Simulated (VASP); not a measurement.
Method: r2SCAN+rVV10, VASP's PBE PAW potentials (set 64) (plane waves; VASP).

VASP input:

**KPOINTS**
```
kpoints
0
Gamma
  8 8 8
```

File POSCAR:
```
SiNi3
1.0
  3.4613247062   0.0000000000   0.0000000000
  0.0000000000   3.4613247062   0.0000000000
  0.0000000000   0.0000000000   3.4613247062
Si Ni
1 3
Cart
  0.0000000000   0.0000000000   0.0000000000
  0.0000000000   1.7306623531   1.7306623531
  1.7306623531   0.0000000000   1.7306623531
  1.7306623531   1.7306623531   0.0000000000
```

### INCAR
```
SYSTEM=SiNi3
PREC=Accurate; ENCUT=400; LREAL=.FALSE.
LASPH=.TRUE.
EDIFF=1E-6; NELM=100; ALGO=Normal
LMAXMIX=4; LMIXTAU=.TRUE.
ISMEAR=1; SIGMA=0.1
METAGGA=R2SCAN; LUSE_VDW=.TRUE.; BPARAM=11.95
CPARAM=0.0093
MAGMOM=0.0 2.0 2.0 2.0
ISPIN=2
IBRION=2; NSW=60; ISIF=3
EDIFFG=-0.02
LWAVE=.FALSE.; LCHARG=.FALSE.; LORBIT=10
```

POTCAR, in this order: Si Ni (PBE.64 set). Program: vasp_std.

What VASP printed:

### OSZICAR
```
       N       E                     dE             d eps       ncg     rms          rms(c)
DAV:   1     0.158657995452E+03    0.15866E+03   -0.13768E+04  3392   0.165E+03
DAV:   2    -0.427612507660E+02   -0.20142E+03   -0.19069E+03  3368   0.319E+02
DAV:   3    -0.517872009136E+02   -0.90260E+01   -0.87566E+01  4008   0.917E+01
DAV:   4    -0.519228975514E+02   -0.13570E+00   -0.13559E+00  3840   0.988E+00
DAV:   5    -0.519275602412E+02   -0.46627E-02   -0.46621E-02  4512   0.172E+00    0.242E+01
DAV:   6    -0.499561042719E+02    0.19715E+01   -0.53904E+01  3736   0.133E+02    0.224E+01
DAV:   7    -0.455588518327E+02    0.43973E+01   -0.14535E+01  3864   0.699E+01    0.527E+00
DAV:   8    -0.456426252813E+02   -0.83773E-01   -0.68990E-01  4096   0.859E+00    0.286E+00
DAV:   9    -0.456289373771E+02    0.13688E-01   -0.78563E-02  4072   0.445E+00    0.118E+00
DAV:  10    -0.456259002373E+02    0.30371E-02   -0.26146E-02  4192   0.241E+00    0.198E-01
DAV:  11    -0.456266002035E+02   -0.69997E-03   -0.33229E-03  3592   0.636E-01    0.136E-01
DAV:  12    -0.456266256790E+02   -0.25476E-04   -0.22170E-04  4304   0.156E-01    0.807E-02
DAV:  13    -0.456266393347E+02   -0.13656E-04   -0.35430E-05  4992   0.813E-02    0.304E-02
DAV:  14    -0.456266391226E+02    0.21204E-06   -0.15578E-05  3960   0.674E-02    0.737E-03
DAV:  15    -0.456266397451E+02   -0.62253E-06   -0.19095E-06  2968   0.186E-02
   1 F= -.45626640E+02 E0= -.45626812E+02  d E =-.456266E+02  mag=     0.0286
       N       E                     dE             d eps       ncg     rms          rms(c)
DAV:   1    -0.457030043361E+02   -0.76365E-01   -0.72314E-01  3360   0.135E+01    0.242E+00
DAV:   2    -0.456830671207E+02    0.19937E-01   -0.58187E-01  3856   0.145E+01    0.173E+00
DAV:   3    -0.456281379220E+02    0.54929E-01   -0.15249E-01  3848   0.748E+00    0.385E-01
DAV:   4    -0.456260085216E+02    0.21294E-02   -0.40574E-03  3808   0.566E-01    0.706E-02
DAV:   5    -0.456260130720E+02   -0.45504E-05   -0.24473E-04  3720   0.153E-01    0.503E-02
DAV:   6    -0.456260046973E+02    0.83747E-05   -0.58639E-05  4664   0.105E-01    0.256E-02
DAV:   7    -0.456260143811E+02   -0.96838E-05   -0.52889E-05  4072   0.955E-02    0.852E-03
DAV:   8    -0.456260166496E+02   -0.22685E-05   -0.55543E-06  3784   0.310E-02    0.431E-03
DAV:   9    -0.456260157979E+02    0.85172E-06   -0.13021E-06  2696   0.128E-02
   2 F= -.45626016E+02 E0= -.45626191E+02  d E =0.623947E-03  mag=     0.0299
       N       E                     dE             d eps       ncg     rms          rms(c)
DAV:   1    -0.456530147382E+02   -0.26998E-01   -0.23837E-01  3368   0.784E+00    0.140E+00
DAV:   2    -0.456474591024E+02    0.55556E-02   -0.20129E-01  3856   0.840E+00    0.102E+00
DAV:   3    -0.456280140375E+02    0.19445E-01   -0.51731E-02  3856   0.437E+00    0.222E-01
DAV:   4    -0.456273543555E+02    0.65968E-03   -0.15330E-03  3640   0.304E-01    0.459E-02
DAV:   5    -0.456273545356E+02   -0.18008E-06   -0.10963E-04  3720   0.108E-01    0.277E-02
DAV:   6    -0.456273580326E+02   -0.34970E-05   -0.24868E-05  4568   0.635E-02    0.151E-02
DAV:   7    -0.456273719133E+02   -0.13881E-04   -0.21461E-05  4064   0.621E-02    0.620E-03
DAV:   8    -0.456273728539E+02   -0.94068E-06   -0.29174E-06  3064   0.251E-02
   3 F= -.45627373E+02 E0= -.45627550E+02  d E =-.733109E-03  mag=     0.0281
```

**OUTCAR**
```
------------------------ aborting loop because EDIFF is reached ----------------------------------------
  FORCE on cell =-STRESS in cart. coord.  units (eV):
  Direction    XX          YY          ZZ          XY          YZ          ZX
  --------------------------------------------------------------------------------------
  Total        0.0034945      0.0034945      0.0034945      0.0000000      0.0000000     -0.0000000
  in kB        0.1356667      0.1356667      0.1356667      0.0000000      0.0000000     -0.0000000
  external PRESSURE =       0.1356667 kB  Pullay stress =       0.0000000 kB
  volume of cell :       41.27
      direct lattice vectors                 reciprocal lattice vectors
     3.455728125 -0.000000000  0.000000000     0.289374616  0.000000000  0.000000000
    -0.000000000  3.455728125 -0.000000000     0.000000000  0.289374616  0.000000000
    -0.000000000 -0.000000000  3.455728125    -0.000000000  0.000000000  0.289374616
 POSITION                                       TOTAL-FORCE (eV/Angst)
 -----------------------------------------------------------------------------------
      0.00000      0.00000      0.00000        -0.000000      0.000000      0.000000
     -0.00000      1.72786      1.72786         0.000000     -0.000000      0.000000
      1.72786     -0.00000      1.72786        -0.000000     -0.000000      0.000000
      1.72786      1.72786      0.00000        -0.000000      0.000000      0.000000
 -----------------------------------------------------------------------------------
    total drift:                                0.000000     -0.000000     -0.000000
  FREE ENERGIE OF THE ION-ELECTRON SYSTEM (eV)
  ---------------------------------------------------
  free  energy   TOTEN  =       -45.6273728539 eV

  energy  without entropy=      -45.6279055135  energy(sigma->0) =      -45.62755041

 total charge

# of ion       s       p       d       tot
------------------------------------------
    1        0.718   0.857   0.000   1.574
    2        0.518   0.640   8.440   9.598
    3        0.518   0.640   8.440   9.598
    4        0.518   0.640   8.440   9.598
--------------------------------------------------
tot          2.273   2.778  25.319  30.369

 magnetization (x)

# of ion       s       p       d       tot
------------------------------------------
    1       -0.000  -0.000   0.000  -0.001
    2       -0.000  -0.001   0.011   0.010
    3       -0.000  -0.001   0.011   0.010
    4       -0.000  -0.001   0.011   0.010
--------------------------------------------------
tot         -0.001  -0.003   0.034   0.030

 reached required accuracy - stopping structural energy minimisation
```
(Selected blocks of OUTCAR.)

**CONTCAR**
```
SiNi3
   1.00000000000000
     3.4557281249105949   -0.0000000000000000    0.0000000000000000
    -0.0000000000000000    3.4557281249105949   -0.0000000000000000
    -0.0000000000000000   -0.0000000000000000    3.4557281249105949
  Si              Ni
     1     3
Direct
     0.0000000000000000    0.0000000000000000    0.0000000000000000
     0.0000000000000000    0.5000000000000000    0.5000000000000000
     0.5000000000000000    0.0000000000000000    0.5000000000000000
     0.5000000000000000    0.5000000000000000    0.0000000000000000
```

The structure comes from a measured SiNi3 entry (Pm-3m) of the Crystallography Open Database, whose conditions weren't checked. This run relaxes it. Symmetry was kept, so distortions that lower it aren't found. The start is the result of an earlier pass.
